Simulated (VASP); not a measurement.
A convergence study with VASP on Sc (space group no. 194 when undisturbed): one setting is varied, all else stays as given below, so the limit is that of these other settings. One atom is moved off its site, so that forces are finite.

```xyz
2
Lattice="1.6600 -2.8751 0.0000 1.6600 2.8751 0.0000 0.0000 0.0000 5.2858" Properties=species:S:1:pos:R:3 pbc="T T T"
Sc     1.6600     0.9584     1.3715
Sc     1.6600    -0.9584     3.9644
```

Level of theory: PBE GGA, VASP's PBE PAW potentials (set 64) (plane waves; VASP). The tightest run used: 300 eV cut-off, 22×22×12 Γ-centred mesh, Fermi-Dirac smearing of 0.10 eV, potentials Sc_sv.

Problem. The settings run are 2×2×1 mesh; 2×2×2 mesh; 3×3×2 mesh; 4×4×2 mesh; 5×5×3 mesh; 6×6×4 mesh; 7×7×4 mesh; 8×8×5 mesh; 9×9×5 mesh; 10×10×6 mesh; 12×12×7 mesh; 13×13×7 mesh; 15×15×8 mesh; 16×16×9 mesh; 20×20×11 mesh; 22×22×12 mesh. From which on does the energy per atom stay within 0.002 eV/atom of the tightest run?

Solution. From 8×8×5 mesh on: it is off by 0.0013 there and by no more than 0.002 in any finer run, while 7×7×4 mesh is off by 0.0031.
```
setting        E (eV/atom)  pressure (GPa)  largest force (eV/Å)  irreducible k-points  difference judged (eV/atom)
-------------  -----------  --------------  --------------------  --------------------  ---------------------------
2×2×1 mesh         -6.5727           -8.76                 0.199                     2                       0.3288
2×2×2 mesh         -6.5239           -7.27                 0.183                     4                       0.2800
3×3×2 mesh         -6.1660           -1.78                 0.178                     6                       0.0779
4×4×2 mesh         -6.2582           -1.16                 0.162                     8                       0.0143
5×5×3 mesh         -6.2271           -1.12                 0.172                    12                       0.0168
6×6×4 mesh         -6.2474           -1.47                 0.175                    24                       0.0035
7×7×4 mesh         -6.2470           -1.46                 0.171                    28                       0.0031
8×8×5 mesh         -6.2426           -1.37                 0.172                    40                       0.0013
9×9×5 mesh         -6.2443           -1.39                 0.172                    50                       0.0004
10×10×6 mesh       -6.2436           -1.39                 0.172                    72                       0.0004
12×12×7 mesh       -6.2441           -1.39                 0.172                   112                       0.0002
13×13×7 mesh       -6.2439           -1.39                 0.172                   126                       0.0000
15×15×8 mesh       -6.2439           -1.39                 0.172                   192                       0.0000
16×16×9 mesh       -6.2439           -1.39                 0.172                   234                       0.0000
20×20×11 mesh      -6.2439           -1.39                 0.172                   429                       0.0000
22×22×12 mesh      -6.2439           -1.39                 0.172                   564                       0.0000
```

Left out are rungs that failed or repeat a setting and relaxations that didn't move; long series are thinned to 24 rows.

The structure is a typed Sc crystal (space group no. 194). The cell was not relaxed at this level, it is distorted from the ideal structure.
